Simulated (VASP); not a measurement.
# Na(110) in VASP

How does Na(110) behave as a surface?

Main program and level: VASP 6.6.1; LDA; plane waves and PAW (Na).

### 1. Set-up

The cell holds 7 atoms: 7 Na. Its edges and angles: a = 3.663 Å, b = 3.663 Å, c = 35.946 Å, α = 90.0°, β = 90.0°, γ = 70.5°. Vacuum lies along c.

### 2. Potential and states of the slab

A static run writes the electrostatic potential without exchange and correlation (LVHAR), which is flat in the vacuum and gives the level to count from. The dipole correction cancels the field that unlike faces would set up across the vacuum.

INCAR reads:

```
SYSTEM = Na
PREC = Normal
ENCUT = 300
EDIFF = 1E-06
NELM = 120
ISMEAR = -1
SIGMA = 0.1
LREAL = .FALSE.
ALGO = Fast
GGA = CA
NBANDS = 21
LORBIT = 11
LWAVE = .FALSE.
LCHARG = .TRUE.
LASPH = .TRUE.
IDIPOL = 3
LDIPOL = .TRUE.
DIPOL = 0.5 0.5 0.5
LVHAR = .TRUE.
LVACPOTAV = .TRUE.
LELF = .TRUE.
NEDOS = 1500
```

POSCAR reads:

```
Na
1.0
    2.9910616844     -2.1150000000      0.0000000000
    2.9910616844      2.1150000000      0.0000000000
    0.0000000000      0.0000000000     35.9463701065
Na
7
Direct
    0.0000000000      0.0000000000      0.2503729855
    0.5000000000      0.5000000000      0.3335819903
    0.0000000000      0.0000000000      0.4167909952
    0.5000000000      0.5000000000      0.5000000000
    0.0000000000      0.0000000000      0.5832090048
    0.5000000000      0.5000000000      0.6664180097
    0.0000000000      0.0000000000      0.7496270145
```

KPOINTS reads:

```
Automatic mesh
0
Gamma
12 12 1
0 0 0
```

KPOINTS_OPT reads:

```
Line mode
14
Line-mode
Reciprocal
  0.00000000   0.00000000   0.00000000 GAMMA
  0.37500000  -0.37500000   0.00000000 X

  0.37500000  -0.37500000   0.00000000 X
  0.62500000   0.37500000   0.00000000 A1

  0.62500000   0.37500000   0.00000000 A1
  0.50000000   0.50000000   0.00000000 Y

  0.50000000   0.50000000   0.00000000 Y
  0.00000000   0.00000000   0.00000000 GAMMA
```

The projector-augmented-wave data sets are Na (LDA family, release 64).

Launch:

```sh
> mpirun -np 2 vasp_std
```

Log:

```text
[banner, memory and clock lines left out]
running    2 mpi-ranks, on    1 nodes
 distrk:  each k-point on    2 cores,    1 groups
 distr:  one band on    1 cores,    2 groups

 POSCAR found type information on POSCAR Na
 POSCAR found :  1 types and       7 ions
 LDA part: xc-table for (Slater(with rela. corr.)+CA(PZ))
 , standard interpolation
|                                                                             |
|           W    W    AA    RRRRR   N    N  II  N    N   GGGG   !!!           |
|           W    W   A  A   R    R  NN   N  II  NN   N  G    G  !!!           |
|           W    W  A    A  R    R  N N  N  II  N N  N  G       !!!           |
|           W WW W  AAAAAA  RRRRR   N  N N  II  N  N N  G  GGG   !            |
|           WW  WW  A    A  R   R   N   NN  II  N   NN  G    G                |
|           W    W  A    A  R    R  N    N  II  N    N   GGGG   !!!           |
|                                                                             |
|     The number of bands has been changed from the values supplied in        |
|     The orbitals not found in the WAVECAR file will be initialized with     |
|     random numbers, which is usually adequate. For correlated               |
|     calculations, however, you should redo the groundstate calculation.     |
|     I found NBANDS = 21. Now, NBANDS = 22.                                  |
|                                                                             |

 POSCAR, INCAR and KPOINTS ok, starting setup
 FFT: planning ... GRIDC
 FFT: planning ... GRID_SOFT
 FFT: planning ... GRID
 WAVECAR not read
 entering main loop
       N       E                     dE             d eps       ncg     rms          rms(c)
DAV:   1    -0.259523838988E+01   -0.25952E+01   -0.10410E+03  1892   0.111E+02
DAV:   2    -0.969837851672E+01   -0.71031E+01   -0.68213E+01  2330   0.238E+01
DAV:   3    -0.995910822668E+01   -0.26073E+00   -0.25803E+00  2454   0.398E+00
DAV:   4    -0.996774707590E+01   -0.86388E-02   -0.86347E-02  2734   0.691E-01
DAV:   5    -0.996806795252E+01   -0.32088E-03   -0.32085E-03  2730   0.125E-01    0.810E-01
RMM:   6    -0.100146536876E+02   -0.46586E-01   -0.37899E-03  2279   0.114E-01    0.946E-01
RMM:   7    -0.978428147722E+01    0.23037E+00   -0.94961E-04  2048   0.673E-02    0.385E-01
RMM:   8    -0.975814013130E+01    0.26141E-01   -0.21452E-03  2140   0.881E-02    0.168E-01
RMM:   9    -0.975572003720E+01    0.24201E-02   -0.11911E-03  2211   0.647E-02    0.605E-02
RMM:  10    -0.975431451785E+01    0.14055E-02   -0.38091E-04  2252   0.406E-02    0.407E-02
RMM:  11    -0.975467828756E+01   -0.36377E-03   -0.19106E-04  2274   0.239E-02    0.145E-02
RMM:  12    -0.975501070838E+01   -0.33242E-03   -0.10750E-04  2328   0.170E-02    0.754E-03
RMM:  13    -0.975519205225E+01   -0.18134E-03   -0.30970E-05  2354   0.101E-02    0.541E-03
RMM:  14    -0.975536391119E+01   -0.17186E-03   -0.24083E-05  2524   0.754E-03    0.228E-03
RMM:  15    -0.975539608156E+01   -0.32170E-04   -0.62488E-06  2511   0.492E-03    0.120E-03
RMM:  16    -0.975541119734E+01   -0.15116E-04   -0.29269E-06  2410   0.327E-03    0.478E-04
RMM:  17    -0.975541778938E+01   -0.65920E-05   -0.12107E-06  2302   0.234E-03    0.372E-04
RMM:  18    -0.975542688818E+01   -0.90988E-05   -0.46622E-07  2256   0.145E-03    0.195E-04
RMM:  19    -0.975542979383E+01   -0.29057E-05   -0.15226E-07  2076   0.103E-03    0.139E-04
RMM:  20    -0.975543166374E+01   -0.18699E-05   -0.81474E-08  2091   0.743E-04    0.498E-05
RMM:  21    -0.975543175121E+01   -0.87470E-07   -0.33736E-08  1806   0.528E-04
|                                                                             |
|           W    W    AA    RRRRR   N    N  II  N    N   GGGG   !!!           |
|           W    W   A  A   R    R  NN   N  II  NN   N  G    G  !!!           |
|           W    W  A    A  R    R  N N  N  II  N N  N  G       !!!           |
|           W WW W  AAAAAA  RRRRR   N  N N  II  N  N N  G  GGG   !            |
|           WW  WW  A    A  R   R   N   NN  II  N   NN  G    G                |
|           W    W  A    A  R    R  N    N  II  N    N   GGGG   !!!           |
|                                                                             |
|     Did not find any points to average over, which means that no vacuum     |
|     field-free region was found. Please increase the size of  your cell     |
|     in the dimension of the dipole correction to obtain accurate            |
|     workfunction values.                                                    |
|                                                                             |

   1 F= -.97554318E+01 E0= -.96946998E+01  d E =-.121464E+00
 Start KPOINTS_OPT (optional k-point list driver)
k-point batch [1-43\56]
       N       E                     dE             ncg
DAV:   1     0.218605779725E+03   -0.58107E+04     1892
DAV:   2    -0.185673804428E+03   -0.40428E+03     2456
DAV:   3    -0.205473290362E+03   -0.19799E+02     2432
DAV:   4    -0.205903107364E+03   -0.42982E+00     2698
DAV:   5    -0.205915038649E+03   -0.11931E-01     2606
DAV:   6    -0.205915372194E+03   -0.33355E-03     2762
DAV:   7    -0.205915377867E+03   -0.56730E-05     2464
DAV:   8    -0.205915377975E+03   -0.10771E-06     1664
k-point batch [44-56\56]
       N       E                     dE             ncg
DAV:   1     0.490659200075E+04   -0.11288E+04      572
DAV:   2     0.483726466948E+04   -0.69327E+02      666
DAV:   3     0.483491980381E+04   -0.23449E+01      808
DAV:   4     0.483485632039E+04   -0.63483E-01      848
DAV:   5     0.483485301227E+04   -0.33081E-02      844
DAV:   6     0.483485296254E+04   -0.49730E-04      872
DAV:   7     0.483485296049E+04   -0.20501E-05      756
DAV:   8     0.483485296047E+04   -0.28177E-07      672
```

Run time: 43 s. Hardware: 2 MPI ranks of Intel Xeon 6975P-C (Granite Rapids), shared host; peak memory 0.47 GiB; 83 s of CPU time.

The logs omit lines about the potential files and the build; timing stands in the text.

From OUTCAR (step 2):

```text
ion  position               nearest neighbor table
   1  0.000  0.000  0.250-   2 3.66   2 3.66
   2  0.500  0.500  0.334-   1 3.66   1 3.66   3 3.66   3 3.66
   3  0.000  0.000  0.417-   4 3.66   4 3.66   2 3.66   2 3.66
   4  0.500  0.500  0.500-   3 3.66   5 3.66   3 3.66   5 3.66
   5  0.000  0.000  0.583-   4 3.66   4 3.66   6 3.66   6 3.66
   6  0.500  0.500  0.666-   7 3.66   7 3.66   5 3.66   5 3.66
   7  0.000  0.000  0.750-   6 3.66   6 3.66

  LATTYP: Found a base centered orthorhombic cell.
 ALAT       =     4.2300000000
 B/A-ratio  =     1.4142135624
 C/A-ratio  =     8.4979598361

 Subroutine GETGRP returns: Found  8 space group operations
 (whereof  8 operations were pure point group operations)

The static configuration has the point symmetry D_2h.

 Found     43 irreducible k-points:

   k-points           NKPTS =     43   k-points in BZ     NKDIM =     43   number of bands    NBANDS=     22

   dimension x,y,z NGX =    16 NGY =   16 NGZ =  160
   dimension x,y,z NGXF=    32 NGYF=   32 NGZF=  320

   ENCUT  =  300.0 eV  22.05 Ry    4.70 a.u.   5.17  5.17 50.77*2*pi/ulx,y,z

   NELECT =       7.0000    total number of electrons

 k-points in reciprocal lattice and weights: Automatic mesh
   0.00000000  0.00000000  0.00000000       0.007
   0.08333333  0.00000000  0.00000000       0.028
   0.16666667  0.00000000  0.00000000       0.028
   0.25000000  0.00000000  0.00000000       0.028
   0.33333333  0.00000000  0.00000000       0.028
   0.41666667  0.00000000  0.00000000       0.028
   0.50000000  0.00000000  0.00000000       0.014
   0.08333333  0.08333333  0.00000000       0.014
   0.16666667  0.08333333  0.00000000       0.028
[...]
-0.41666667  0.41666667  0.00000000       0.014
   0.50000000  0.50000000  0.00000000       0.007

 dipolmoment           0.000000      0.000000      0.000000 electrons x Angstroem

 average (electrostatic) potential at core
       1 -46.1215       2 -45.9046       3 -45.8851       4 -45.8899       5 -45.8851
       6 -45.9046       7 -46.1215

 E-fermi :  -0.9642

 k-point     1 :       0.0000    0.0000    0.0000
  band No.  band energies     occupation
    ...
      3      -3.5733      2.00000
      4      -3.0827      2.00000
      5      -2.4621      2.00000
      6      -1.7270      1.99903
      7      -0.9130      0.74928
      8      -0.2166      0.00113
      9       0.8117      0.00000
     10       1.4750      0.00000
     11       1.8359      0.00000
     12       2.5909      0.00000
    ...

 k-point     2 :       0.0833    0.0000    0.0000
  band No.  band energies     occupation
    ...
      2      -3.8291      2.00000
      3      -3.4840      2.00000
      4      -2.9939      2.00000
      5      -2.3739      2.00000
      6      -1.6397      1.99767
      7      -0.8269      0.40410
      8      -0.1347      0.00050
      9       0.8974      0.00000
     10       1.5599      0.00000
     11       1.9215      0.00000
    ...

 k-point     3 :       0.1667    0.0000    0.0000
  band No.  band energies     occupation
    ...
      2      -3.5607      2.00000
      3      -3.2167      2.00000
      4      -2.7282      2.00000
      5      -2.1103      1.99998
      6      -1.3786      1.96876
      7      -0.5695      0.03788
      8       0.1111      0.00004
      9       1.1508      0.00000
     10       1.8121      0.00000
     11       2.1770      0.00000
    ...

  Total       -1.4414056     -1.7251821     -1.5044439     -0.0000000      0.0000000      0.0000000
  in kB       -5.0778049     -6.0774970     -5.2998770     -0.0000000      0.0000000      0.0000000
  external PRESSURE =      -5.4850596 kB  Pullay stress =       0.0000000 kB

  energy-cutoff  :      300.00
  volume of cell :      454.80
      direct lattice vectors                 reciprocal lattice vectors
     2.991061684 -2.115000000  0.000000000     0.167164724 -0.236406619  0.000000000
     2.991061684  2.115000000  0.000000000     0.167164724  0.236406619  0.000000000
     0.000000000  0.000000000 35.946370106     0.000000000  0.000000000  0.027819221

 POSITION                                       TOTAL-FORCE (eV/Angst)
 -----------------------------------------------------------------------------------
      0.00000      0.00000      9.00000         0.000000     -0.000000      0.089837
      2.99106      0.00000     11.99106        -0.000000     -0.000000     -0.006849
      0.00000      0.00000     14.98212         0.000000     -0.000000     -0.004952
      2.99106      0.00000     17.97319         0.000000      0.000000      0.000000
      0.00000      0.00000     20.96425         0.000000     -0.000000      0.004952
      2.99106      0.00000     23.95531        -0.000000     -0.000000      0.006849
      0.00000      0.00000     26.94637        -0.000000     -0.000000     -0.089837
 -----------------------------------------------------------------------------------
    total drift:                               -0.000000     -0.000000      0.000000

  FREE ENERGIE OF THE ION-ELECTRON SYSTEM (eV)
  ---------------------------------------------------
  free  energy   TOTEN  =        -9.7554317512 eV

  energy  without entropy=       -9.6339678253  energy(sigma->0) =       -9.69469979

 vacuum level on the upper side and lower side of the slab         1.996         1.996

 total charge
# of ion       s       p       d       tot
------------------------------------------
    1        0.104   0.021   0.000   0.125
    2        0.099   0.027   0.000   0.126
    3        0.099   0.028   0.000   0.127
    4        0.099   0.028   0.000   0.127
    5        0.099   0.028   0.000   0.127
    6        0.099   0.027   0.000   0.126
    7        0.104   0.021   0.000   0.125
--------------------------------------------------
tot          0.703   0.180   0.000   0.883

[... 3 further parts left out ...]
```

This run has no spin polarisation. Its electron count is odd, so without a moment it is a metal by construction. The data set Na keeps the semicore shell frozen, which is cheaper and a little less accurate.

Numbers from this step:

- electronic cycles: 21
- electrons: 7
- free energy (TOTEN): -9.755 eV
- energy at zero smearing: -9.695 eV
- Fermi energy: -0.9642 eV
- labelled metallic, from the levels on this mesh: yes
- DOS at the Fermi level: 3.783 states/eV/cell
- dipole moment: 0, 0, 0 e·Å
- vacuum levels: 1.996, 1.996 eV
- work functions of the upper and lower face: 2.960, 2.960 eV

The electronic bands at the labelled points (eV, zero at the Fermi level; # counts the bands kept):

| point | #1 | #2 | #3 | #4 |
| --- | --- | --- | --- | --- |
| Γ | -3.16 | -2.95 | -2.61 | -2.12 |
| 0.46 of the way | -2.13 | -1.93 | -1.59 | -1.10 |
| X | 1.33 | 1.50 | 1.51 | 1.69 |
| 0.46 of the way | 0.01 | 0.01 | 0.19 | 0.21 |
| A1 | 1.33 | 1.50 | 1.51 | 1.69 |
| 0.54 of the way | 0.95 | 1.12 | 1.35 | 1.43 |
| Y | 0.84 | 1.02 | 1.24 | 1.33 |
| 0.46 of the way | -1.92 | -1.72 | -1.38 | -0.89 |
| Γ | -3.16 | -2.95 | -2.61 | -2.12 |

The density of states has structure finer than the step of the table below, so its rows give means over 0.5 eV, whole bins alone (the curve runs from -4.14 to 7.94 eV). Peaks (eV: height): total 4.93: 7.98; Na s -0.07: 0.308, 2.25: 0.329, 3.91: 0.349, 4.93: 0.318; Na p 5.11: 0.612.

Means over bins of 0.047 eV. Density of states against energy, zero at the Fermi level; means over each step; values in states/eV/cell:

| energy (eV) | total | Na s | Na p |
| --- | --- | --- | --- |
| -3.5 | 0.0404 | 0.00503 | 2.6e-6 |
| -3.0 | 0.627 | 0.0770 | 0.00283 |
| -2.5 | 1.40 | 0.165 | 0.0134 |
| -2.0 | 1.92 | 0.215 | 0.0301 |
| -1.5 | 2.33 | 0.245 | 0.0509 |
| -1.0 | 2.77 | 0.270 | 0.0793 |
| -0.5 | 3.03 | 0.272 | 0.107 |
| 0.0 | 3.58 | 0.287 | 0.154 |
| 0.5 | 3.90 | 0.255 | 0.207 |
| 1.0 | 4.32 | 0.197 | 0.284 |
| 1.5 | 4.23 | 0.226 | 0.262 |
| 2.0 | 4.87 | 0.286 | 0.284 |
| 2.5 | 5.42 | 0.269 | 0.334 |
| 3.0 | 5.68 | 0.237 | 0.356 |
| 3.5 | 6.35 | 0.288 | 0.387 |
| 4.0 | 7.06 | 0.309 | 0.436 |
| 4.5 | 7.14 | 0.293 | 0.498 |
| 5.0 | 7.82 | 0.298 | 0.597 |
| 5.5 | 6.48 | 0.229 | 0.531 |
| 6.0 | 3.78 | 0.116 | 0.352 |
| 6.5 | 2.42 | 0.0854 | 0.241 |
| 7.0 | 1.34 | 0.0425 | 0.151 |
| 7.5 | 0.580 | 0.0160 | 0.0760 |

The planar average of the electrostatic potential oscillates, so the rows of the table below give means over windows of 3.03 Å about each position, cut where the curve ends. Its maxima inside the range that stand out by 2 % of the span (Å: eV): 10.4: 2.03, 13.5: 2.05, 16.5: 2.04, 19.4: 2.04, 22.5: 2.05, 25.5: 2.03. Its minima: 9.0: -4.12, 12.0: -3.99, 14.9: -3.97, 18.0: -3.99, 21.0: -3.97, 23.9: -3.99, 27.0: -4.12.

Zero at the Fermi level. The planar average of the electrostatic potential by height; means over each step:

height (Å), planar average of the electrostatic potential (eV) and a bar from the least value:
```
     1.51       2.96 ##############################
     4.54       2.95 ##############################
     7.58       0.81 ###########
    10.61      -0.43 
    13.64      -0.41 
    16.67      -0.41 
    19.70      -0.41 
    22.73      -0.41 
    25.76      -0.44 
    28.79       1.73 ###################
    31.82       2.96 ##############################
    34.85       2.96 ##############################
```

Density of states in the PAW spheres, an atom over height of the layer and energy from the Fermi level.

Ten even steps from '_' (0.0000 states/eV) to '@' (0.0676 states/eV), each cell a mean:
```
@@@@%%@@%%@@@@
@@@@@@%%@@@@@@
%%%%##%%##%%%%
%%##########%%
##****##****##
**++**++**++**
++++++++++++++
--==========--
..----------..
__..........__
______________
______________
______________
______________
______________
______________
______________
______________
______________
______________
______________
______________
```
Columns: height of the layer (Å) from 9 to 26.9; rows upwards: energy from the Fermi level (eV) from -7.9 to 0.5.

Force by atom:

| atom | x (eV/Å) | y (eV/Å) | z (eV/Å) | size |
| --- | --- | --- | --- | --- |
| Na1 | 0.0000 | 0.0000 | 0.0898 | 0.0898 |
| Na2 | 0.0000 | 0.0000 | -0.0068 | 0.0068 |
| Na3 | 0.0000 | 0.0000 | -0.0050 | 0.0050 |
| Na4 | 0.0000 | 0.0000 | 0.0000 | 0.0000 |
| Na5 | 0.0000 | 0.0000 | 0.0050 | 0.0050 |
| Na6 | 0.0000 | 0.0000 | 0.0068 | 0.0068 |
| Na7 | 0.0000 | 0.0000 | -0.0898 | 0.0898 |

Valence density in the ca plane at fractional y = 0.000, with atoms of Na within 0.2 Å of it. It is the smooth field of the valence electrons, not physical close to the nuclei.

Ten even steps from '0' (0.01 × 1e-2 e/Å³) to '9' (3.17 × 1e-2 e/Å³), each cell a mean:
```
68888888888753334789988888886333344321000000
78888888888864446889988888888544454321000000
88888888888887678889998888899877664311000000
88888998888888888888999888899999864311000000
98889999888899998888999888899999864311000000
88888999888899888888999888899999864311000000
88888888888888788889999888899988764311000000
88888888888875557889988888898755554321000000
68888888888853335789988888887433344321000000
58888888888743434789888888886333334321000000
```
Columns run along c (16.0 Å, from fractional 0.44 to 0.89 of the cell), rows up along a (3.7 Å). Atoms in or near the plane, at fractional coordinates: Na at (0.58, 0.00), Na at (0.75, 0.00).

Electrostatic potential energy in the ca plane at fractional y = 0.000, with atoms of Na within 0.2 Å of it. With pseudopotentials it is smooth inside the atoms' cores, unlike the true potential.

Ten even steps from '0' (-27 eV) to '9' (2 eV), each cell a mean:
```
78999999999840004899999999997100178999999999
89999999999874237899999999998522589999999999
99999999999988788999999999999877889999999999
99999999999999999999999999999999999999999999
99999999999999999999999999999999999999999999
99999999999999999999999999999999999999999999
99999999999998889999999999999988899999999999
89999999999986568999999999998755789999999999
79999999999861015899999999997300278999999999
68999999999830003899999999986100068999999999
```
Columns run along c (16.0 Å, from fractional 0.44 to 0.89 of the cell; values clipped at the 3rd and 97th percentile), rows up along a (3.7 Å). Atoms in or near the plane, at fractional coordinates: Na at (0.58, 0.00), Na at (0.75, 0.00).

ELF in the ca plane at fractional y = 0.000, with atoms of Na within 0.2 Å of it. It is the smooth field of the valence electrons, not physical close to the nuclei.

Ten even steps from '0' (0.00) to '9' (0.76), each cell a mean:
```
36777666777520002577777666664101256642100000
56777767777642114677777666665323577642100000
67777777777765456677777666677777887642100000
77777777777777666777777766678899987642100000
77777777777777777777777766678999997642100000
77777777777777767777777766678999997642100000
77777777777766556777777666677888987642100000
57777777777653235677777666676545677642100000
36777666777630002577777666664101366642100000
26777666777520301577777666663043256542100000
```
Columns run along c (16.0 Å, from fractional 0.44 to 0.89 of the cell), rows up along a (3.7 Å). Atoms in or near the plane, at fractional coordinates: Na at (0.58, 0.00), Na at (0.75, 0.00).

Only the dipole across the slab is computed (IDIPOL = 3); zeros along the plane are no results.

The density of states holds every band computed, so its fall toward the upper end of the range is no gap.

The map of layer states is cut here 0.5 eV above the Fermi level, so it leaves out the states above that.

The vacuum level lies 2.96 eV above the Fermi level at the upper face; both faces agree, as the slab has next to no dipole.

The program found no field-free point at its default tolerance, but its printed level agrees with the flat part of the planar average.

On this mesh the fine structure of the density of states is sampling noise, and high empty states may be cut by the number of bands.

### 3. Putting the energies together

This step: slab, LDA; plane waves and PAW (VASP 6.6.1).

No new run; the numbers come from the runs before.

(Part 1 of 2 ends here.)

[Lines on the potential files, build, host, timing and source positions are cut from VASP's logs without a mark.]

[Logs are printed without paths, hosts, clocks, repeated set-up lines and the standing remarks that a program may print on its own settings, such as how far it seeks lower states.]

[Hosts, paths, dates, database ids (printed as entryN), source tags and the programs' standing remarks are cut or masked in the printed files.]

[In band tables of VASP the shares of atoms and orbitals are scaled to a sum of 1 inside the atoms' spheres.]

[Runs that stopped without an error message from VASP are left out.]
